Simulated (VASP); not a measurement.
Calculation: rev-vdW-DF2, VASP's PBE PAW potentials (set 64) (plane waves; VASP 6.6.1).

VASP ran on this input.

### POSCAR
```
Ti
1.0
  1.4845035999  -2.5712357168   0.0000000000
  1.4845035999   2.5712357168   0.0000000000
  0.0000000000   0.0000000000   4.7074378739
Ti
2
Cartesian
  1.4845035999   0.8570802864   1.1768594685
  1.4845035999  -0.8570802864   3.5305784054
```

File KPOINTS:
```
Automatic
0
Gamma
14 14 8
0 0 0
```

INCAR:
```
SYSTEM = Ti
PREC = Accurate; ENCUT = 520; LREAL = .FALSE.
LASPH = .TRUE.
EDIFF = 1E-7; NELM = 100; ALGO = Normal
LMAXMIX = 4
ISMEAR = 1; SIGMA = 0.1
GGA = MK; LUSE_VDW = .TRUE.; AGGAC = 0.0
PARAM1 = 0.1234568; PARAM2 = 0.7114; ZAB_VDW = -1.8867
IBRION = 2; NSW = 30; ISIF = 4
EDIFFG = -0.01
LWAVE = .FALSE.; LCHARG = .FALSE.
```

POTCAR, in this order: Ti_sv (PBE.64 set). Program: vasp_std.

What does the run give for the energy per atom (σ→0), band gap (on the k-mesh)?

energy per atom (σ→0): -5.275 eV/atom
band gap (on the k-mesh): none (metal, semimetal or under 0.01 eV)

File OSZICAR:
```
...
       N       E                     dE             d eps       ncg     rms          rms(c)
DAV:   1    -0.105489079119E+02   -0.31105E-03   -0.16663E-02  4048   0.186E+00    0.122E-01
DAV:   2    -0.105487283567E+02    0.17956E-03   -0.99002E-04  3840   0.393E-01    0.630E-02
DAV:   3    -0.105486490770E+02    0.79280E-04   -0.29212E-04  5712   0.176E-01    0.731E-03
DAV:   4    -0.105486491776E+02   -0.10060E-06   -0.24176E-05  4496   0.718E-02    0.361E-03
DAV:   5    -0.105486492884E+02   -0.11085E-06   -0.96522E-07  5224   0.108E-02    0.497E-04
DAV:   6    -0.105486493122E+02   -0.23739E-07   -0.29755E-08  2424   0.217E-03
   2 F= -.10548649E+02 E0= -.10549450E+02  d E =-.524225E-04
```

The compound is Ti in the hcp structure. This cell is one point of a volume scan, at 1.06 of the reference volume. Symmetry was kept, so distortions that lower it aren't found.
